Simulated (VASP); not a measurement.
CdO (rock salt): the cohesive energy from VASP (plane waves, PAW) at several levels of theory. Atoms are spin-polarised in a large box without symmetry, with the spin fixed by Hund's rule, and may not be in the lowest state of each functional; no zero-point energy is added.

```csv
level,cohesive energy (eV/atom),error against measurement
LDA,3.95,+22.2 %
PBE,2.90,-10.1 %
PBEsol,3.32,+2.8 %
```

Measured: 3.23 eV/atom at 0 K (as given by CRC Handbook of Chemistry and Physics, Standard Thermodynamic Properties of Chemical Substances; atomisation enthalpy at 298 K (3.210) less the gas atoms' H298-H0 (0.067), plus the solid's thermal (0.046) and zero-point (0.038) energy from a Debye model with theta = 393 K fitted to S(298) = 54.8 J/(mol K); atoms in their measured spin-orbit ground levels; the uncertainty is an estimate of this correction alone).

The cell of the LDA run:

CdO is taken in the cubic space group Fm-3m (No. 225), the rock salt structure, Pearson symbol cF8. Conventional cell: a = b = c = 4.656 Å, α = β = γ = 90.00°. Cd on 4a is coordinated by 6 O at 2.328 Å (octahedral). O on 4b has 6 Cd at 2.328 Å (octahedral). (Neighbours: up to the widest gap in distance over summed covalent radii, below 1.35, at either atom; cation-cation and far metal-metal contacts left out.)
(The calculation used a cell of 2 atoms; values per cell refer to that cell.)

Only levels that ran to the end are used. Left out are those held back, those with too coarse a band path, GW runs whose mesh misses a band edge, hybrids' fits of cells that aren't cubic and levels without matching references; a question may draw on a part of the rest.
